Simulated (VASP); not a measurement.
Level of theory: PBE GGA, VASP's PBE PAW potentials (set 64) (plane waves; VASP).

VASP input:

INCAR:
```
SYSTEM = Mg33O32
PREC = Normal; ENCUT = 400; LREAL = Auto
LASPH = .True.; ISYM = 0; NELECT = 256.0
EDIFF = 1E-5; NELM = 100; NELMIN = 4
ALGO = Fast
ISMEAR = 0; SIGMA = 0.05
GGA = PE
IBRION = 2; NSW = 60; ISIF = 2
EDIFFG = -0.03
LWAVE = .False.; LCHARG = .False.
```

**KPOINTS**
```
K-points
0
gamma
1 1 1
0 0 0
```

**POSCAR**
```
Mg33O32
1.0
  8.4869590160   0.0000000000   0.0000000000
  0.0000000000   8.4869590160   0.0000000000
  0.0000000000   0.0000000000   8.4869590160
Mg O
33 32
Direct
  0.5000000000   0.0000000000   0.0000000000
  0.7500000000   0.2500000000   0.0000000000
  0.7500000000   0.0000000000   0.2500000000
  0.0000000000   0.0000000000   0.0000000000
  0.2500000000   0.2500000000   0.0000000000
  0.5000000000   0.5000000000   0.0000000000
  0.7500000000   0.7500000000   0.0000000000
  0.2500000000   0.0000000000   0.2500000000
  0.4971150000   0.2448860000   0.2550740000
  0.7500000000   0.5000000000   0.2500000000
  0.5000000000   0.0000000000   0.5000000000
  0.7500000000   0.2500000000   0.5000000000
  0.7500000000   0.0000000000   0.7500000000
  0.0000000000   0.5000000000   0.0000000000
  0.2500000000   0.7500000000   0.0000000000
  0.0000000000   0.2500000000   0.2500000000
  0.2463090000   0.5026630000   0.2513950000
  0.5000000000   0.7500000000   0.2500000000
  0.0000000000   0.0000000000   0.5000000000
  0.2547160000   0.2490520000   0.5006190000
  0.4993690000   0.4967270000   0.5045810000
  0.7500000000   0.7500000000   0.5000000000
  0.2500000000   0.0000000000   0.7500000000
  0.5000000000   0.2500000000   0.7500000000
  0.7500000000   0.5000000000   0.7500000000
  0.0000000000   0.7500000000   0.2500000000
  0.0000000000   0.5000000000   0.5000000000
  0.2500000000   0.7500000000   0.5000000000
  0.0000000000   0.2500000000   0.7500000000
  0.2500000000   0.5000000000   0.7500000000
  0.5000000000   0.7500000000   0.7500000000
  0.0000000000   0.7500000000   0.7500000000
  0.3764540000   0.3782920000   0.3755190000
  0.7500000000   0.2500000000   0.2500000000
  0.0000000000   0.5000000000   0.2500000000
  0.0000000000   0.2500000000   0.5000000000
  0.2475420000   0.2473510000   0.2521160000
  0.4986660000   0.4980460000   0.2501570000
  0.7500000000   0.7500000000   0.2500000000
  0.0000000000   0.0000000000   0.2500000000
  0.4949630000   0.2444420000   0.4958720000
  0.7500000000   0.5000000000   0.5000000000
  0.0000000000   0.7500000000   0.5000000000
  0.7500000000   0.2500000000   0.7500000000
  0.0000000000   0.5000000000   0.7500000000
  0.0000000000   0.2500000000   0.0000000000
  0.2500000000   0.7500000000   0.2500000000
  0.5000000000   0.0000000000   0.2500000000
  0.2513970000   0.4972140000   0.5020760000
  0.5000000000   0.7500000000   0.5000000000
  0.7500000000   0.0000000000   0.5000000000
  0.2500000000   0.2500000000   0.7500000000
  0.5000000000   0.5000000000   0.7500000000
  0.7500000000   0.7500000000   0.7500000000
  0.0000000000   0.0000000000   0.7500000000
  0.5000000000   0.2500000000   0.0000000000
  0.7500000000   0.5000000000   0.0000000000
  0.0000000000   0.7500000000   0.0000000000
  0.2500000000   0.0000000000   0.5000000000
  0.2500000000   0.7500000000   0.7500000000
  0.5000000000   0.0000000000   0.7500000000
  0.2500000000   0.5000000000   0.0000000000
  0.5000000000   0.7500000000   0.0000000000
  0.7500000000   0.0000000000   0.0000000000
  0.2500000000   0.0000000000   0.0000000000
```

POTCAR, in this order: Mg O (PBE.64 set). Program: vasp_gam.

Output of the run:

### OSZICAR
```
...
RMM:  11    -0.388378898941E+03    0.48962E-05   -0.14566E-05   194   0.940E-03
   4 F= -.38837890E+03 E0= -.38837890E+03  d E =-.815627E+00
       N       E                     dE             d eps       ncg     rms          rms(c)
DAV:   1    -0.388387169790E+03   -0.82660E-02   -0.13864E+01   356   0.104E+01    0.591E-01
RMM:   2    -0.388412308931E+03   -0.25139E-01   -0.31798E-01   322   0.141E+00    0.255E-01
RMM:   3    -0.388410630504E+03    0.16784E-02   -0.17029E-02   322   0.359E-01    0.181E-01
RMM:   4    -0.388409196038E+03    0.14345E-02   -0.70161E-03   322   0.188E-01    0.432E-02
RMM:   5    -0.388409194076E+03    0.19619E-05   -0.44555E-04   318   0.546E-02    0.226E-02
RMM:   6    -0.388409198025E+03   -0.39489E-05   -0.17181E-04   301   0.277E-02    0.138E-02
RMM:   7    -0.388409194566E+03    0.34587E-05   -0.24889E-05   214   0.109E-02
   5 F= -.38840919E+03 E0= -.38840919E+03  d E =-.845922E+00
       N       E                     dE             d eps       ncg     rms          rms(c)
DAV:   1    -0.388493342818E+03   -0.84145E-01   -0.55392E+01   338   0.214E+01    0.113E+00
RMM:   2    -0.388596361636E+03   -0.10302E+00   -0.12302E+00   322   0.293E+00    0.543E-01
RMM:   3    -0.388591424085E+03    0.49376E-02   -0.64913E-02   322   0.735E-01    0.380E-01
RMM:   4    -0.388585690378E+03    0.57337E-02   -0.26022E-02   322   0.380E-01    0.905E-02
RMM:   5    -0.388585640714E+03    0.49664E-04   -0.19822E-03   322   0.113E-01    0.451E-02
RMM:   6    -0.388585657278E+03   -0.16564E-04   -0.65691E-04   322   0.532E-02    0.261E-02
RMM:   7    -0.388585650581E+03    0.66967E-05   -0.11779E-04   305   0.238E-02    0.115E-02
RMM:   8    -0.388585652519E+03   -0.19377E-05   -0.30594E-05   236   0.112E-02
   6 F= -.38858565E+03 E0= -.38858565E+03  d E =-.176458E+00
       N       E                     dE             d eps       ncg     rms          rms(c)
DAV:   1    -0.388586292408E+03   -0.64183E-03   -0.32856E-01   380   0.164E+00    0.891E-02
RMM:   2    -0.388586892709E+03   -0.60030E-03   -0.72736E-03   322   0.225E-01    0.419E-02
RMM:   3    -0.388586861908E+03    0.30801E-04   -0.37000E-04   322   0.556E-02    0.299E-02
RMM:   4    -0.388586826001E+03    0.35907E-04   -0.16329E-04   313   0.300E-02    0.775E-03
RMM:   5    -0.388586825189E+03    0.81237E-06   -0.11969E-05   194   0.875E-03
   7 F= -.38858683E+03 E0= -.38858683E+03  d E =-.177631E+00
       N       E                     dE             d eps       ncg     rms          rms(c)
DAV:   1    -0.388606960455E+03   -0.20134E-01   -0.16901E+01   338   0.118E+01    0.619E-01
RMM:   2    -0.388635605927E+03   -0.28645E-01   -0.37261E-01   322   0.158E+00    0.287E-01
RMM:   3    -0.388633837329E+03    0.17686E-02   -0.19640E-02   322   0.397E-01    0.207E-01
RMM:   4    -0.388632308922E+03    0.15284E-02   -0.80120E-03   322   0.202E-01    0.446E-02
RMM:   5    -0.388632315554E+03   -0.66317E-05   -0.62112E-04   322   0.623E-02    0.228E-02
RMM:   6    -0.388632320914E+03   -0.53598E-05   -0.12878E-04   302   0.242E-02    0.122E-02
RMM:   7    -0.388632321714E+03   -0.79984E-06   -0.29888E-05   220   0.113E-02
   8 F= -.38863232E+03 E0= -.38863232E+03  d E =-.454965E-01
       N       E                     dE             d eps       ncg     rms          rms(c)
DAV:   1    -0.388632470460E+03   -0.14955E-03   -0.86054E-02   372   0.841E-01    0.438E-02
RMM:   2    -0.388632614589E+03   -0.14413E-03   -0.18975E-03   322   0.113E-01    0.205E-02
RMM:   3    -0.388632605002E+03    0.95864E-05   -0.97890E-05   309   0.281E-02    0.150E-02
RMM:   4    -0.388632596504E+03    0.84986E-05   -0.38803E-05   257   0.141E-02
   9 F= -.38863260E+03 E0= -.38863260E+03  d E =-.457713E-01
       N       E                     dE             d eps       ncg     rms          rms(c)
DAV:   1    -0.388637444209E+03   -0.48392E-02   -0.15739E+00   348   0.365E+00    0.174E-01
RMM:   2    -0.388639940829E+03   -0.24966E-02   -0.31556E-02   322   0.487E-01    0.876E-02
RMM:   3    -0.388639739366E+03    0.20146E-03   -0.15798E-03   322   0.118E-01    0.653E-02
RMM:   4    -0.388639515897E+03    0.22347E-03   -0.10699E-03   322   0.726E-02    0.228E-02
RMM:   5    -0.388639505595E+03    0.10303E-04   -0.11318E-04   296   0.241E-02    0.838E-03
RMM:   6    -0.388639505609E+03   -0.13708E-07   -0.28813E-05   232   0.999E-03
  10 F= -.38863951E+03 E0= -.38863951E+03  d E =-.690910E-02
       N       E                     dE             d eps       ncg     rms          rms(c)
DAV:   1    -0.388639710457E+03   -0.20486E-03   -0.14262E-01   404   0.110E+00    0.517E-02
RMM:   2    -0.388639933006E+03   -0.22255E-03   -0.28545E-03   322   0.146E-01    0.267E-02
RMM:   3    -0.388639913108E+03    0.19898E-04   -0.14418E-04   322   0.357E-02    0.199E-02
RMM:   4    -0.388639892127E+03    0.20980E-04   -0.10111E-04   294   0.220E-02    0.678E-03
RMM:   5    -0.388639891378E+03    0.74967E-06   -0.10702E-05   194   0.732E-03
  11 F= -.38863989E+03 E0= -.38863989E+03  d E =-.729487E-02
       N       E                     dE             d eps       ncg     rms          rms(c)
DAV:   1    -0.388640450014E+03   -0.55789E-03   -0.70235E-01   348   0.242E+00    0.120E-01
RMM:   2    -0.388641621191E+03   -0.11712E-02   -0.14298E-02   322   0.321E-01    0.574E-02
RMM:   3    -0.388641548494E+03    0.72696E-04   -0.73980E-04   322   0.791E-02    0.403E-02
RMM:   4    -0.388641481574E+03    0.66921E-04   -0.33283E-04   322   0.415E-02    0.946E-03
RMM:   5    -0.388641481603E+03   -0.29366E-07   -0.28865E-05   212   0.129E-02
  12 F= -.38864148E+03 E0= -.38864148E+03  d E =-.159023E-02
       N       E                     dE             d eps       ncg     rms          rms(c)
DAV:   1    -0.388641493093E+03   -0.11519E-04   -0.47265E-03   388   0.198E-01    0.106E-02
RMM:   2    -0.388641500440E+03   -0.73470E-05   -0.96107E-05   290   0.263E-02    0.491E-03
RMM:   3    -0.388641499733E+03    0.70668E-06   -0.47784E-06   185   0.643E-03    0.325E-03
RMM:   4    -0.388641499225E+03    0.50844E-06   -0.18694E-06   169   0.315E-03
  13 F= -.38864150E+03 E0= -.38864150E+03  d E =-.160785E-02
       N       E                     dE             d eps       ncg     rms          rms(c)
DAV:   1    -0.388641836445E+03   -0.33671E-03   -0.16410E-01   348   0.117E+00    0.581E-02
RMM:   2    -0.388642086701E+03   -0.25026E-03   -0.32382E-03   322   0.154E-01    0.271E-02
RMM:   3    -0.388642066535E+03    0.20166E-04   -0.17489E-04   322   0.384E-02    0.190E-02
RMM:   4    -0.388642050369E+03    0.16167E-04   -0.83786E-05   294   0.201E-02    0.483E-03
RMM:   5    -0.388642050304E+03    0.65165E-07   -0.80368E-06   194   0.641E-03
  14 F= -.38864205E+03 E0= -.38864205E+03  d E =-.551079E-03
       N       E                     dE             d eps       ncg     rms          rms(c)
DAV:   1    -0.388642050712E+03   -0.34313E-06   -0.67836E-04   364   0.758E-02    0.384E-03
RMM:   2    -0.388642051980E+03   -0.12681E-05   -0.14824E-05   190   0.103E-02    0.225E-03
RMM:   3    -0.388642051917E+03    0.63379E-07   -0.70778E-07   129   0.254E-03    0.160E-03
RMM:   4    -0.388642051847E+03    0.69538E-07   -0.44222E-07    88   0.190E-03
  15 F= -.38864205E+03 E0= -.38864205E+03  d E =-.552622E-03
       N       E                     dE             d eps       ncg     rms          rms(c)
DAV:   1    -0.388642263652E+03   -0.21174E-03   -0.64335E-02   340   0.730E-01    0.384E-02
RMM:   2    -0.388642371535E+03   -0.10788E-03   -0.12871E-03   322   0.952E-02    0.152E-02
RMM:   3    -0.388642366901E+03    0.46342E-05   -0.68482E-05   290   0.239E-02    0.104E-02
RMM:   4    -0.388642362388E+03    0.45132E-05   -0.22822E-05   203   0.109E-02
  16 F= -.38864236E+03 E0= -.38864236E+03  d E =-.310541E-03
```

OUTCAR:
```
------------------------ aborting loop because EDIFF is reached ----------------------------------------
  FORCE on cell =-STRESS in cart. coord.  units (eV):
  Direction    XX          YY          ZZ          XY          YZ          ZX
  --------------------------------------------------------------------------------------
  Total      -11.5503010    -11.2939541    -11.5076858     -0.0679071     -0.0095395      0.0528533
  in kB      -30.2724499    -29.6005843    -30.1607588     -0.1779794     -0.0250022      0.1385245
  external PRESSURE =     -30.0112643 kB  Pullay stress =       0.0000000 kB
  volume of cell :      611.30
      direct lattice vectors                 reciprocal lattice vectors
     8.486959016  0.000000000  0.000000000     0.117827834  0.000000000  0.000000000
     0.000000000  8.486959016  0.000000000     0.000000000  0.117827834  0.000000000
     0.000000000  0.000000000  8.486959016     0.000000000  0.000000000  0.117827834
  FREE ENERGIE OF THE ION-ELECTRON SYSTEM (eV)
  ---------------------------------------------------
  free  energy   TOTEN  =      -388.6423623878 eV

  energy  without entropy=     -388.6423623878  energy(sigma->0) =     -388.64236239

 reached required accuracy - stopping structural energy minimisation
```
(Selected blocks of OUTCAR.)

**CONTCAR**
```
Mg33O32
   1.00000000000000
     8.4869590160000001    0.0000000000000000    0.0000000000000000
     0.0000000000000000    8.4869590160000001    0.0000000000000000
     0.0000000000000000    0.0000000000000000    8.4869590160000001
  Mg              O
    33    32
Direct
     0.5005869259050498    0.9937897026912295    0.9943316853564378
     0.7555397146199049    0.2491246448039731    0.9944520468725505
     0.7557661899508008    0.9937332584370995    0.2495435104941215
     0.9996674600052594    0.9997037793625709    0.9998698481541876
     0.2489091872627627    0.2487742954308236    0.9985322873393845
     0.5009976403780515    0.5007459888902192    0.9985558435016946
     0.7502019214682266    0.7500959342814244    0.9998606974706049
     0.2487900574164265    0.9978507747482351    0.2491972458801608
     0.5307435013254899    0.2179003170952281    0.2197759224810703
     0.7513993457465876    0.5007561630144650    0.2492160579213764
     0.5009812645162006    0.9975288581959403    0.5012868506668632
     0.7516134099307218    0.2487063011370161    0.5011682623301329
     0.7502673879550610    0.9995339206884432    0.7504276761064458
     0.9937014178778723    0.5003953260307866    0.9941193263147723
     0.2493172944724214    0.7557601304769030    0.9941609153368784
     0.9980737906140391    0.2487630425833675    0.2492620745469620
     0.2178654404788522    0.5313886165880145    0.2186166393093409
     0.5009218307685620    0.7512551663220640    0.2491575027499395
     0.9941708466237357    0.9939857207699212    0.5008721613683245
     0.2197039509908143    0.2186481594276699    0.5308932763381312
     0.5308749806397997    0.5304520164523788    0.5318191440807502
     0.7556715252348744    0.7554469572757608    0.5008466422548233
     0.2492852660570420    0.9939385772065007    0.7559542351669539
     0.5008547334297083    0.2486541771981793    0.7520808591061269
     0.7557247442142566    0.5003603136442052    0.7561298113004734
     0.9937638817948301    0.7557870336058660    0.2496326433973037
     0.9980470942292430    0.5007440358432470    0.5013752268705219
     0.2488791933634223    0.7513646772438706    0.5012798306070848
     0.9941989654619646    0.2491380721732113    0.7558089660925994
     0.2488732477332621    0.5007537234671863    0.7520127718869980
     0.5006287522918726    0.7555557221432425    0.7561291231261430
     0.9996293229824998    0.7501392593351223    0.7504399778305628
     0.3747379360478201    0.3758292786005148    0.3743526584627102
     0.7549650024231515    0.2481629464575998    0.2488945744459355
     0.9941365860642859    0.5012252561171997    0.2488093316540902
     0.9949947058491407    0.2483057514353437    0.5017259744981081
     0.2486840632124065    0.2484813947991716    0.2490516810164550
     0.5013751165903894    0.5016292530287119    0.2485797126043149
     0.7492600718089253    0.7491082811513518    0.2509211220950043
     0.0005729017924493    0.0005677701743008    0.2508922582141310
     0.5003670096728291    0.2487604283935791    0.5006203816724466
     0.7549937346834359    0.5010439670771845    0.5018553993018910
     0.0004999248970742    0.7491138809594470    0.4994808460248258
     0.7491032099053538    0.2504624981244814    0.7494003382863936
     0.0005682795268328    0.4990625264752318    0.7494746082278665
     0.0005347695785872    0.2505808260391948    0.0008573301732329
     0.2482375706342298    0.7550665902897221    0.2487087870785432
     0.5013401047103188    0.9937942699281547    0.2488561757808987
     0.2488195315189566    0.5012236329636108    0.5015047701362254
     0.5015101789613213    0.7546331199230513    0.5019665436582705
     0.7492105849745291    0.0004862390473971    0.4994521271260011
     0.2486298875834654    0.2482891712761078    0.7553679173065240
     0.5014134137836849    0.5009902287737682    0.7558038656347800
     0.7497418741933769    0.7495497881076628    0.7499798313245469
     0.0001492412837077    0.0000377210690323    0.7499540326890420
     0.5013829576675509    0.2481234270261799    0.9953631931064962
     0.7492364789514454    0.4990289388006943    0.0008218468253327
     0.0001353103065247    0.7495824931387886    0.0004258236114683
     0.2485502252227021    0.9941670809630713    0.5016980947156761
     0.2506714562594317    0.7491087320411045    0.7495471836056755
     0.4992375821821458    0.0005203135187496    0.7494364934197212
     0.2483069495409359    0.5012543506390501    0.9948210337881255
     0.4991889869779647    0.7491653053180256    0.0007222050713471
     0.7497018395012227    0.0000015547491652    0.0003822679637099
     0.2506232279541905    0.0005413170291897    0.0008715282204941
```

At this cut-off the stress carries a Pulay error, which pulls relaxed volumes low. The cell is charged, with a uniform compensating background. The supercell is sampled at Γ alone, which is coarse: total energies, pressure and levels can be off, energies of defects by several tenths of an eV.

The cell is a supercell with a defect, built from MgO (rock salt): Mg_i, charge +2. The run is not spin-polarised, so no state with unpaired spins was tried.
